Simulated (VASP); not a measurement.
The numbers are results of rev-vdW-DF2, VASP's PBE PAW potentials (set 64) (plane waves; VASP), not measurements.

Input for VASP

**INCAR**
```
AGGAC = 0.0
ALGO = Normal
EDIFF = 1E-6
EDIFFG = -0.02
ENCUT = 520
GGA = MK
IBRION = 2
ISIF = 3
ISMEAR = 1
LASPH = .TRUE.
LCHARG = .FALSE.
LREAL = .FALSE.
LUSE_VDW = .TRUE.
LWAVE = .FALSE.
NELM = 100
NSW = 60
PARAM1 = 0.1234568
PARAM2 = 0.7114
PREC = Accurate
SIGMA = 0.1
SYSTEM = P
ZAB_VDW = -1.8867
```

**KPOINTS**
```
Automatic mesh
0
Gamma
9 9 7
0 0 0
```

POSCAR:
```
P
1
    1.6997980766    -5.1459351481     0.0000000000
    1.6997980766     5.1459351481    -0.0000000000
    0.0000000000     0.0000000000     3.9827948233
P
4
Direct
  0.1059646684   0.8940353316   0.9347583012
  0.3940353316   0.6059646684   0.4347583012
  0.6059646684   0.3940353316   0.5652416988
  0.8940353316   0.1059646684   0.0652416988
```

POTCAR, in this order: P (PBE.64 set). Program: vasp_std.

Output of the run:

OSZICAR:
```
...
DAV:   2    -0.169740165299E+02    0.51198E-02   -0.24571E-01  3736   0.361E+00    0.632E-01
DAV:   3    -0.169627522890E+02    0.11264E-01   -0.19086E-02  3382   0.864E-01    0.273E-01
DAV:   4    -0.169617747424E+02    0.97755E-03   -0.54945E-03  3728   0.449E-01    0.129E-01
DAV:   5    -0.169618157639E+02   -0.41022E-04   -0.40921E-04  3414   0.144E-01    0.392E-02
DAV:   6    -0.169618242639E+02   -0.84999E-05   -0.41892E-05  3756   0.465E-02    0.151E-02
DAV:   7    -0.169618243952E+02   -0.13136E-06   -0.24317E-06  2858   0.111E-02
   5 F= -.16961824E+02 E0= -.16961834E+02  d E =-.425741E-01
       N       E                     dE             d eps       ncg     rms          rms(c)
DAV:   1    -0.169885336689E+02   -0.26709E-01   -0.21302E+01  2812   0.251E+01    0.257E+00
DAV:   2    -0.169798208934E+02    0.87128E-02   -0.92362E-01  3772   0.701E+00    0.120E+00
DAV:   3    -0.169406204266E+02    0.39200E-01   -0.62369E-02  3308   0.156E+00    0.572E-01
DAV:   4    -0.169351780341E+02    0.54424E-02   -0.25366E-02  3662   0.923E-01    0.238E-01
DAV:   5    -0.169354040593E+02   -0.22603E-03   -0.17525E-03  3326   0.295E-01    0.772E-02
DAV:   6    -0.169354440483E+02   -0.39989E-04   -0.16353E-04  3814   0.894E-02    0.318E-02
DAV:   7    -0.169354470056E+02   -0.29573E-05   -0.10943E-05  3292   0.231E-02    0.747E-03
DAV:   8    -0.169354476143E+02   -0.60868E-06   -0.12358E-06  2116   0.871E-03
   6 F= -.16935448E+02 E0= -.16935460E+02  d E =-.161973E-01
       N       E                     dE             d eps       ncg     rms          rms(c)
DAV:   1    -0.170076291157E+02   -0.72182E-01   -0.12042E+01  2812   0.187E+01    0.184E+00
DAV:   2    -0.169882622339E+02    0.19367E-01   -0.51803E-01  3760   0.527E+00    0.866E-01
DAV:   3    -0.169660383927E+02    0.22224E-01   -0.51187E-02  3380   0.141E+00    0.420E-01
DAV:   4    -0.169650815365E+02    0.95686E-03   -0.10379E-02  3736   0.641E-01    0.260E-01
DAV:   5    -0.169651677518E+02   -0.86215E-04   -0.64943E-04  3356   0.194E-01    0.624E-02
DAV:   6    -0.169651838675E+02   -0.16116E-04   -0.87495E-05  3792   0.657E-02    0.191E-02
DAV:   7    -0.169651839811E+02   -0.11357E-06   -0.46831E-06  3274   0.145E-02
   7 F= -.16965184E+02 E0= -.16965077E+02  d E =-.459337E-01
       N       E                     dE             d eps       ncg     rms          rms(c)
DAV:   1    -0.169929177720E+02   -0.27734E-01   -0.15181E+00  2848   0.693E+00    0.946E-01
DAV:   2    -0.169747499011E+02    0.18168E-01   -0.77919E-02  3610   0.196E+00    0.491E-01
DAV:   3    -0.169663996996E+02    0.83502E-02   -0.20089E-02  3248   0.827E-01    0.233E-01
DAV:   4    -0.169660578635E+02    0.34184E-03   -0.27654E-03  3682   0.331E-01    0.739E-02
DAV:   5    -0.169660263440E+02    0.31520E-04   -0.90624E-05  3492   0.703E-02    0.340E-02
DAV:   6    -0.169660246244E+02    0.17196E-05   -0.20418E-05  3628   0.302E-02    0.903E-03
DAV:   7    -0.169660243408E+02    0.28363E-06   -0.21410E-06  2142   0.953E-03
   8 F= -.16966024E+02 E0= -.16965959E+02  d E =-.840360E-03
       N       E                     dE             d eps       ncg     rms          rms(c)
DAV:   1    -0.169743806582E+02   -0.83560E-02   -0.32485E-01  2848   0.323E+00    0.439E-01
DAV:   2    -0.169704867672E+02    0.38939E-02   -0.16723E-02  3628   0.906E-01    0.224E-01
DAV:   3    -0.169687066072E+02    0.17802E-02   -0.45271E-03  3260   0.394E-01    0.102E-01
DAV:   4    -0.169686596679E+02    0.46939E-04   -0.56550E-04  3694   0.152E-01    0.370E-02
DAV:   5    -0.169686563327E+02    0.33352E-05   -0.16264E-05  3462   0.300E-02    0.189E-02
DAV:   6    -0.169686578484E+02   -0.15157E-05   -0.57701E-06  3400   0.161E-02    0.420E-03
DAV:   7    -0.169686581564E+02   -0.30801E-06   -0.74194E-07  1700   0.569E-03
   9 F= -.16968658E+02 E0= -.16968564E+02  d E =-.347418E-02
       N       E                     dE             d eps       ncg     rms          rms(c)
DAV:   1    -0.169705588034E+02   -0.19010E-02   -0.14327E-01  2812   0.219E+00    0.280E-01
DAV:   2    -0.169700165830E+02    0.54222E-03   -0.83011E-03  3754   0.648E-01    0.125E-01
DAV:   3    -0.169694848516E+02    0.53173E-03   -0.10012E-03  3420   0.203E-01    0.482E-02
DAV:   4    -0.169694469059E+02    0.37946E-04   -0.25986E-04  3724   0.995E-02    0.150E-02
DAV:   5    -0.169694471669E+02   -0.26098E-06   -0.15945E-05  3558   0.281E-02    0.101E-02
DAV:   6    -0.169694477796E+02   -0.61273E-06   -0.13111E-06  1964   0.832E-03
  10 F= -.16969448E+02 E0= -.16969384E+02  d E =-.789623E-03
       N       E                     dE             d eps       ncg     rms          rms(c)
DAV:   1    -0.169695722819E+02   -0.12511E-03   -0.68426E-03  2818   0.477E-01    0.605E-02
DAV:   2    -0.169695453547E+02    0.26927E-04   -0.39759E-04  3742   0.142E-01    0.278E-02
DAV:   3    -0.169695191550E+02    0.26200E-04   -0.48138E-05  3390   0.446E-02    0.105E-02
DAV:   4    -0.169695169266E+02    0.22284E-05   -0.12290E-05  3670   0.216E-02    0.333E-03
DAV:   5    -0.169695166814E+02    0.24515E-06   -0.64644E-07  1640   0.602E-03
  11 F= -.16969517E+02 E0= -.16969446E+02  d E =-.858525E-03
       N       E                     dE             d eps       ncg     rms          rms(c)
DAV:   1    -0.169713245729E+02   -0.18076E-02   -0.99618E-02  2800   0.170E+00    0.171E-01
DAV:   2    -0.169707173165E+02    0.60726E-03   -0.46760E-03  3448   0.500E-01    0.103E-01
DAV:   3    -0.169703276797E+02    0.38964E-03   -0.81606E-04  3274   0.167E-01    0.320E-02
DAV:   4    -0.169703114255E+02    0.16254E-04   -0.93569E-05  3772   0.633E-02    0.174E-02
DAV:   5    -0.169703094530E+02    0.19725E-05   -0.69088E-06  3430   0.178E-02    0.917E-03
DAV:   6    -0.169703090951E+02    0.35784E-06   -0.89352E-07  1920   0.688E-03
  12 F= -.16970309E+02 E0= -.16970275E+02  d E =-.792414E-03
       N       E                     dE             d eps       ncg     rms          rms(c)
DAV:   1    -0.169710462859E+02   -0.73683E-03   -0.54257E-02  2800   0.125E+00    0.126E-01
DAV:   2    -0.169707117721E+02    0.33451E-03   -0.25429E-03  3430   0.369E-01    0.765E-02
DAV:   3    -0.169704994500E+02    0.21232E-03   -0.44841E-04  3286   0.123E-01    0.237E-02
DAV:   4    -0.169704903770E+02    0.90730E-05   -0.51204E-05  3748   0.468E-02    0.128E-02
DAV:   5    -0.169704890690E+02    0.13080E-05   -0.38038E-06  3224   0.132E-02    0.679E-03
DAV:   6    -0.169704887742E+02    0.29484E-06   -0.49153E-07  1724   0.512E-03
  13 F= -.16970489E+02 E0= -.16970483E+02  d E =-.972093E-03
       N       E                     dE             d eps       ncg     rms          rms(c)
DAV:   1    -0.169708198803E+02   -0.33081E-03   -0.11238E-01  2836   0.189E+00    0.172E-01
DAV:   2    -0.169708383654E+02   -0.18485E-04   -0.59199E-03  3706   0.546E-01    0.820E-02
DAV:   3    -0.169706307081E+02    0.20766E-03   -0.36397E-04  3472   0.121E-01    0.390E-02
DAV:   4    -0.169706104209E+02    0.20287E-04   -0.94566E-05  3772   0.618E-02    0.170E-02
DAV:   5    -0.169706104439E+02   -0.22984E-07   -0.10350E-05  3254   0.223E-02    0.748E-03
DAV:   6    -0.169706106543E+02   -0.21043E-06   -0.23735E-06  2788   0.104E-02
  14 F= -.16970611E+02 E0= -.16970654E+02  d E =-.121880E-03
       N       E                     dE             d eps       ncg     rms          rms(c)
DAV:   1    -0.169708052648E+02   -0.19482E-03   -0.19988E-02  2836   0.796E-01    0.726E-02
DAV:   2    -0.169708033948E+02    0.18700E-05   -0.10541E-03  3700   0.230E-01    0.347E-02
DAV:   3    -0.169707651594E+02    0.38235E-04   -0.66846E-05  3470   0.516E-02    0.166E-02
DAV:   4    -0.169707614036E+02    0.37558E-05   -0.16388E-05  3752   0.259E-02    0.744E-03
DAV:   5    -0.169707615074E+02   -0.10379E-06   -0.16048E-06  1896   0.931E-03
  15 F= -.16970762E+02 E0= -.16970790E+02  d E =-.272733E-03
```

**OUTCAR**
```
------------------------ aborting loop because EDIFF is reached ----------------------------------------
  FORCE on cell =-STRESS in cart. coord.  units (eV):
  Direction    XX          YY          ZZ          XY          YZ          ZX
  --------------------------------------------------------------------------------------
  Total        0.0499548     -0.0102057      0.0073113      0.0000000      0.0000000      0.0000000
  in kB        1.0557674     -0.2156924      0.1545201      0.0000000      0.0000000      0.0000000
  external PRESSURE =       0.3315317 kB  Pullay stress =       0.0000000 kB
  volume of cell :       75.81
      direct lattice vectors                 reciprocal lattice vectors
     1.664562782 -5.246393855  0.000000000     0.300379178 -0.095303558 -0.000000000
     1.664562782  5.246393855 -0.000000000     0.300379178  0.095303558  0.000000000
     0.000000000 -0.000000000  4.340384276     0.000000000  0.000000000  0.230394347
 POSITION                                       TOTAL-FORCE (eV/Angst)
 -----------------------------------------------------------------------------------
      1.66456      4.16365      4.00303         0.000000      0.000757      0.004165
      1.66456      1.08274      1.83284         0.000000     -0.000757      0.004165
      1.66456     -1.08274      2.50755         0.000000      0.000757     -0.004165
      1.66456     -4.16365      0.33735         0.000000     -0.000757     -0.004165
 -----------------------------------------------------------------------------------
    total drift:                                0.000000      0.000000      0.000000
  FREE ENERGIE OF THE ION-ELECTRON SYSTEM (eV)
  ---------------------------------------------------
  free  energy   TOTEN  =       -16.9707615074 eV

  energy  without entropy=      -16.9708456277  energy(sigma->0) =      -16.97078955

 reached required accuracy - stopping structural energy minimisation
```
(Selected blocks of OUTCAR.)

**CONTCAR**
```
P
   1.00000000000000
     1.6645627817433235   -5.2463938551774714    0.0000000000000000
     1.6645627817433235    5.2463938551774714   -0.0000000000000000
     0.0000000000000000   -0.0000000000000000    4.3403842756176720
  P
     4
Direct
     0.1031890471086240    0.8968109528913759    0.9222754527702776
     0.3968109528913760    0.6031890471086241    0.4222754527702778
     0.6031890471086241    0.3968109528913760    0.5777245472297224
     0.8968109528913759    0.1031890471086240    0.0777245472297222
```

Energy and stress use the plane-wave basis of the starting cell.

The compound is P in the black structure. This run relaxes it. Symmetry was kept, so distortions that lower it aren't found. The start is the result of an earlier pass.
